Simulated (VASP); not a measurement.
Input:

```
CELL_PARAMETERS angstrom
      2.84585     0.00000     0.00000
      0.00000     2.84585     0.00000
      0.00000     0.00000     3.72850
ATOMIC_POSITIONS crystal
  Cu 0.00000 0.00000 0.00000
  Au 0.50000 0.50000 0.50000
```

Level of theory: PW91 GGA, VASP's PBE PAW potentials (set 64) (plane waves; VASP 6.6.1). Run with 520 eV cut-off, Gaussian smearing of 0.050 eV, potentials Cu Au.

Unless said otherwise, spin-orbit coupling is left out, though it shifts the bands of the heavy elements here.

**Question.** What does the run give for the band gap (along the path) with the smallest direct gap where there is one?

**Answer.** 
| Quantity | Value |
|---|---|
| band gap (along the path) | none (metal, semimetal or under 0.01 eV) |

The compound is CuAu in the L1_0 structure. It was relaxed first.
